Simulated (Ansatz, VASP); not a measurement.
# C (Diamond): VASP beside Ansatz

Aim: how closely do two programs agree when they are given the same cell, functional and k mesh? The cell is taken from a series of runs on this material, whose earlier steps may have relaxed, scaled, displaced or heated it; both programs get it as it stands.

Calculated with Ansatz 0.2.0; plane waves, with VASP 6.6.1 beside it; G0W0 gap at PBE0 form with 40 % exact exchange with an exact-exchange share of 0.4.

### Step 1. The starting structure

The structure is cubic, space group Fd-3m (No. 227). The conventional cell has a = 3.567 Å, b = 3.567 Å, c = 3.567 Å, α = 90.00°, β = 90.00°, γ = 90.00°. Nearest to C lie 4 C at 1.54 Å.

### Step 2. Ansatz: G0W0 gap, PBE0 form with 40 % exact exchange with an exact-exchange share of 0.4

Ansatz runs on its PAW soft_1 files.

Quasiparticle shifts depend on high empty states and on the cores, so they are the hardest test of two PAW sets.

Input file input.yaml:

```yaml
crystal:
  lattice:
    - [0.0, 1.78337, 1.78337]
    - [1.78337, 0.0, 1.78337]
    - [1.78337, 1.78337, 0.0]
  atoms:
    - { symbol: C, position: [0.0, 0.0, 0.0] }
    - { symbol: C, position: [0.25, 0.25, 0.25] }
kpoints:
  mp_grid: { grid: [10, 10, 10] }
hamiltonian:
  xc: { exchange: pbe, correlation: pbe, exx: { coeff: 0.4 } }
  pseudopotentials: { kind: paw, azcp: { folder: soft_1 } }
scf:
  occupations: { method: fixed }
gw:
  n_empty_bands: 47
  ecut_chi: 150.0
  qp_bands: [v2, c2]
  qp_kpoints: band_edges
  screening: { model: contour_deformation }
```

Run with:

```
> ansatz run input.yaml --threads 3 --pin off --max-ram 92160MiB --backend cuda --events-out ev --progress --plain --runs-dir out --devices 1 --max-vram 13GiB
```

Numbers of over 12 decimals in the logs are rounded to 6 here.

Log:

```text
GPUs: using 1 of 1 available (devices: 1).
Engine: ansatz 0.2.0, x86_64-unknown-linux-gnu
Pseudopotentials: kind: paw
Pseudopotential: C, paw, valence charge 4, recommended cutoff 420 eV (normal), soft_1/C.paw.azcp
Functional definition: unnamed
  parameter a_1 = 0.4
  exchange = (1 - a_1)*pbe_x + a_1*exact_x
  correlation = pbe_c
davidson cushion auto → on  (no smearing: the cushion is to keep the highest requested band from converging to the state above it; pin scf.eigensolver.cushion to override)
device memory: the entry about to start is reckoned to put 0.5 GiB on a device that reports 55.2 GiB free (of which the cap on the GPU budget leaves the run 13.0 GiB)
GPU FFT provider: cuFFT
GPU libraries: cuBLAS 13.8.2, cuFFT 12.4.0, cuSOLVER 12.3.4
Crystal: 2 atoms, lattice volume = 11.344 Å³
Basis set: ecut = 420 eV, 229 PW (Γ)
Bands: 8, of which v1, the nominal top of the filled ones, is band 4 counted from 1 (3 counted from 0)
Symmetry: 48 space group operations
Space group: Fd-3m (ITA 227), of the structure as read, at distance tolerance 2.2e-5 Å
k-points: 47 of 1000
Non-local potential: C, projectors of the file, l = 0: 2, l = 1: 2, l = 2: 1
PAW form: soft (Blöchl's): semilocal exchange-correlation on the pseudo side does not see the compensation charge
PAW frozen core: C, regenerated for the run's functional, and the local potential with it (the file was generated under x = pbe(κ = 0.804, μ = 0.219515), c = pbe(β = 0.066725))
PAW one-centre angular grid: C, 110 points (default); XC on 64 Gauss nodes
Initial density: superposition of atomic densities (chi_scale 0.1, normalization cell)
Initial wavefunctions: pseudopotential atomic-orbital guess
GPU buffer pool allocated for 5832 grid points (all kernels)
GPU transforms: local potential and band sums: pruned to the plane-wave sphere, on 18×18×18
Functional: x = pbe(κ = 0.804, μ = 0.219515), c = pbe(β = 0.066725), warm-up for x = 0.6 pbe(κ = 0.804, μ = 0.219515) + 0.4 exact, c = pbe(β = 0.066725)
SCF iter   1: F=—  HF=-502.162858 eV  |F-HF|=—  |Δ(HF+E_count)|=         —  Δρ=1.39e-1  dr2=1.54e0  ethr=1.00e-1  ⟨swp⟩=3.7  Hψ=1356  notcnv=0
preconditioner: auto → none  [insulator: Δε(μ)=4.844 eV  Ē_g=19.621 eV  n_scr=0 (ndim 8)  ℏωp=31.2 eV  f_vac=0.000]
SCF iter   2: F=—  HF=-501.663928 eV  |F-HF|=—  |Δ(HF+E_count)|=   4.99e-1  Δρ=5.58e-2  dr2=2.18e-1  ethr=1.93e-2  ⟨swp⟩=2.0  Hψ=940  notcnv=0
iter 3 solved again at ethr=1.57e-5 eV; its pass at ethr=2.73e-3 eV (dr2=1.25e-3 eV) is discarded
SCF iter   3: F=-501.613091 eV  HF=-501.612541 eV  |F-HF|=5.50e-4  |Δ(HF+E_count)|=   5.14e-2  Δρ=5.60e-3  dr2=1.14e-3  ethr=1.57e-5  ⟨swp⟩=3.0  Hψ=2119  notcnv=0
SCF 1 stopped early in 3 iterations: F = -501.613091 eV  dr2 = 1.14e-3
  greatest PAW one-centre occupation: 0.646 electrons in one spin orbital (limit 2), on the C atom at site 1 (counted from 0), in its partial waves of l = 0
device memory: the entry about to start is reckoned to put 1.3 GiB on a device that reports 54.5 GiB free (of which the cap on the GPU budget leaves the run 13.0 GiB)
GPU FFT provider: cuFFT
GPU libraries: cuBLAS 13.8.2, cuFFT 12.4.0, cuSOLVER 12.3.4
Initial density: handed on by an earlier stage of this run
Initial wavefunctions: those handed on with the density
GPU buffer pool allocated for 5832 grid points (all kernels)
GPU transforms: local potential and band sums: pruned to the plane-wave sphere, on 18×18×18
Functional: x = 0.6 pbe(κ = 0.804, μ = 0.219515) + 0.4 exact, c = pbe(β = 0.066725)
Exchange kernel: α = 0.4000, full range, Wigner–Seitz truncation, v(0) = 17501.7596 eV·Å³, q-mesh 10×10×10, nearest image of the exchange supercell L = 25.22 Å, pair-density grid 12×12×12, without the augmentation charges, whose exchange is taken in its separable form by FFT convolution over the k-point mesh (sized by the pseudopotential files, 15×15×15 at the most), smooth part of the exact exchange by density-matrix convolution in up to 1.52 GiB of GPU memory as planned if the GPU has room (build and FFT work areas not counted)
Frozen-core exchange: fock
SCF iter   1: F=—  HF=-502.056348 eV  |F-HF|=—  |Δ(HF+E_count)|=         —  Δρ=2.01e-2  dr2=1.70e-2  ethr=1.43e-4  ⟨swp⟩=4.2  Hψ=1651  notcnv=0
preconditioner: auto → none  [insulator: Δε(μ)=7.078 eV  Ē_g=25.033 eV  n_scr=0 (ndim 8)  ℏωp=31.2 eV  f_vac=0.000]
SCF iter   2: F=—  HF=-502.049364 eV  |F-HF|=—  |Δ(HF+E_count)|=   6.98e-3  Δρ=9.25e-3  dr2=3.77e-3  ethr=1.43e-4  ⟨swp⟩=2.0  Hψ=941  notcnv=0
SCF iter   3: F=—  HF=-502.057107 eV  |F-HF|=—  |Δ(HF+E_count)|=   7.74e-3  Δρ=2.08e-3  dr2=1.87e-4  ethr=3.62e-5  ⟨swp⟩=3.0  Hψ=1146  notcnv=0
SCF iter   4: F=—  HF=-502.057034 eV  |F-HF|=—  |Δ(HF+E_count)|=   7.35e-5  Δρ=1.40e-4  dr2=2.56e-5  ethr=1.81e-6  ⟨swp⟩=2.7  Hψ=1001  notcnv=0
SCF iter   5: F=-502.057186 eV  HF=-502.057188 eV  |F-HF|=1.73e-6  |Δ(HF+E_count)|=   1.54e-4  Δρ=2.28e-4  dr2=3.82e-6  ethr=7.41e-9  ⟨swp⟩=4.0  Hψ=1607  notcnv=0
[...]
Exchange-term sweep: 33 of 47 (spin, k) points
Exchange-term sweep: 36 of 47 (spin, k) points
Exchange-term sweep: 38 of 47 (spin, k) points
Exchange-term sweep: 40 of 47 (spin, k) points
Exchange-term sweep: 43 of 47 (spin, k) points
Exchange-term sweep: 45 of 47 (spin, k) points
Exchange-term sweep: 47 of 47 (spin, k) points
G₀W₀ screening: q 1/47
[... further progress lines ...]
device memory: the entry about to start is reckoned to put 0.2 GiB on a device that reports 55.5 GiB free (of which the cap on the GPU budget leaves the run 13.0 GiB)
NSCF: frozen V_eff on 1 k-points
device memory: the entry about to start is reckoned to put 0.2 GiB on a device that reports 55.1 GiB free (of which the cap on the GPU budget leaves the run 13.0 GiB)
NSCF: frozen V_eff on 1 k-points
hybrid SCF converged: 2 outer / 7 inner (+3 warm-up), last move |dexx| = 1.74e-6 eV, tail = 2.20e-7 eV
Stability not checked: this state was not tested for a lower state beside it, because the functional holds exact exchange (a hybrid, or Hartree-Fock), whose exchange loop this test does not read (fock_operator; see scf.lower_state_search)
Free energy (F): -502.057274 eV
Frozen-core exchange: fock
Harris-Foulkes:  -502.057274 eV  (|F-HF|=5.56e-9)
Internal energy: -502.057274 eV  (E = F + TS)
E sigma→0 (E₀):  -502.057274 eV
Fermi energy:    11.745247 eV
--- Per-component energies (eV) ---
  E_band       = 10.569206
  E_kinetic    = 179.371004
  E_local      = -108.103613  (includes V_loc(G=0)·N_el)
  E_nonlocal   = 44.189179
  E_hartree    = 26.030279
  E_xc         = -61.327746
  E_vxc        = -75.568472  (∫ρ·V_xc dr)
  E_exx        = -34.615759  (= α·E_x^exact, valence–valence)
  E_paw        = -199.584281  (= ΣΔE_a)
  E_vpaw       = -12.148371  (= ΣTr[D̂ρ^β])
  E_aug_tail   = 0.000042  (compensation charges beyond the density's cutoff)
  E_ewald      = -347.961363
  E_core_change = -0.055015  (= ΣΔE_core)
  E_smearing   = -0.000000  (= −TS)
  E_closure    = -0.000000  (closes the sum)
  Σ components = -502.057274   (vs F -502.057274, Δ=-5.68e-14)
--- Band table (eV; the first three rows and the last of 47) ---
  k-point 0: bands = ["-13.0973", "11.7452", "11.7452", "11.7452", "20.7483", "20.7483"]
  k-point 1: bands = ["-12.7841", "9.8470", "11.2487", "11.2487", "21.4106", "21.4106"]
  k-point 2: bands = ["-11.8504", "6.0986", "10.2362", "10.2362", "22.7077", "22.7077"]
  k-point 46: bands = ["-2.4283", "-2.4283", "2.4414", "2.4414", "24.7442", "24.7442"]
  guard bands above this table: 2 of the run's 8 bands. The solve was not asked for them (output.publish_guard_bands: true or output.eigenvalues: true publishes all)
--- G₀W₀: contour deformation, 5 samples at zero and on the imaginary axis and 2 off it, 1000 q-points, 47 empty bands' worth ---
  eigenvalues of the whole cell's RPA ε∞ on this k-mesh (on a slab, of 1 + 4πα/V) = 4.2134, 4.2134, 4.2134; static W/v taken at q = 0 is 0.237337
  bands read: the sum over 51 bands ends inside a degenerate multiplet in 3 slots, whose members it reads at an even weight; the widest, k=30: bands 51 to 52 (counted from 1) at 1/2 each
  gw.qp_kpoints: band_edges: 16 of 47 stored k-points solved, in 1 pass; an edge of the gap read off the rows below is read off those points alone
    valence top: of the k-points left out ik 14 came nearest to being solved in a further pass, in band 4 (counted from 1, as in the quasiparticle table): it holds the edge there only if its correction is more favourable than any solved in that band by at least 0.286 eV; those differ by 0.275 eV
    conduction bottom: of the k-points left out ik 28 came nearest to being solved in a further pass, in band 5 (counted from 1, as in the quasiparticle table): it holds the edge there only if its correction is more favourable than any solved in that band by at least 0.614 eV; those differ by 0.284 eV
    ik  band        ε_KS         Σx   Σc(E_QP)       V_xc       Z   E_QP_lin       E_QP  E_QP is
     0     3     11.7452   -20.1995     1.5595   -19.2157  0.8645    12.3203    12.3210  root
     0     4     11.7452   -20.1995     1.5595   -19.2157  0.8645    12.3203    12.3210  root
     0     5     20.7483   -10.0305    -4.5257   -14.3499  0.8644    20.5421    20.5419  root
     0     6     20.7483   -10.0305    -4.5257   -14.3499  0.8644    20.5421    20.5419  root
     1     3     11.2487   -20.1981     1.6435   -19.1491  0.8635    11.8425    11.8433  root
     1     4     11.2487   -20.1981     1.6435   -19.1491  0.8635    11.8425    11.8433  root
     1     5     21.4106    -9.9801    -4.6565   -14.4031  0.8626    21.1772    21.1771  root
     1     6     21.4106    -9.9801    -4.6565   -14.4031  0.8626    21.1772    21.1771  root
     2     3     10.2362   -20.3385     1.8609   -19.1103  0.8612    10.8679    10.8689  root
     2     4     10.2362   -20.3385     1.8609   -19.1103  0.8612    10.8679    10.8689  root
     2     5     22.7077    -9.6900    -4.9442   -14.3475  0.8592    22.4213    22.4210  root
     2     6     22.7077    -9.6900    -4.9442   -14.3475  0.8592    22.4213    22.4210  root
     3     3      9.3028   -20.5688     2.0889   -19.1452  0.8588     9.9669     9.9681  root
     3     4      9.3028   -20.5688     2.0889   -19.1452  0.8588     9.9669     9.9681  root
     3     5     23.6263    -9.2254    -5.1335   -14.0324  0.8581    23.3003    23.2999  root
     3     6     23.6263    -9.2254    -5.1335   -14.0324  0.8581    23.3003    23.2999  root
     4     3      8.6940   -20.7512     2.2436   -19.1930  0.8571     9.3781     9.3794  root
     4     4      8.6940   -20.7512     2.2436   -19.1930  0.8571     9.3781     9.3794  root
     4     5     23.9130    -8.8452    -5.1633   -13.6647  0.8596    23.5695    23.5691  root
     4     6     23.9130    -8.8452    -5.1633   -13.6647  0.8596    23.5695    23.5691  root
     5     3      8.4857   -20.8181     2.2971   -19.2131  0.8566     9.1764     9.1777  root
     5     4      8.4857   -20.8181     2.2971   -19.2131  0.8566     9.1764     9.1777  root
     5     5     23.9363    -8.7119    -5.1543   -13.5183  0.8605    23.5887    23.5883  root
     5     6     23.9363    -8.7119    -5.1543   -13.5183  0.8605    23.5887    23.5883  root
[...]
43     3      3.6929   -21.0650     3.1751   -18.6999  0.8421     4.5003     4.5029  root
    43     4      3.6929   -21.0650     3.1751   -18.6999  0.8421     4.5003     4.5029  root
    43     5     21.1587    -8.6147    -4.7156   -12.8900  0.8704    20.7189    20.7183  root
    43     6     21.1587    -8.6147    -4.7156   -12.8900  0.8704    20.7189    20.7183  root
    46     3      2.4414   -20.8179     3.3651   -18.3033  0.8370     3.2885     3.2918  root
    46     4      2.4414   -20.8179     3.3651   -18.3033  0.8370     3.2885     3.2918  root
    46     5     24.7442    -8.0763    -5.2653   -12.8518  0.8606    24.2552    24.2543  root
    46     6     24.7442    -8.0763    -5.2653   -12.8518  0.8606    24.2552    24.2543  root
```

[end of part 1 of 2]

[Lines on the potential files, build, host, timing and source positions are cut from VASP's logs without a mark.]

[Logs are printed without paths, hosts, clocks, repeated set-up lines and the standing remarks that a program may print on its own settings, such as how far it seeks lower states.]

[Hosts, paths, dates, database ids (printed as entryN), source tags and the programs' standing remarks are cut or masked in the printed files.]
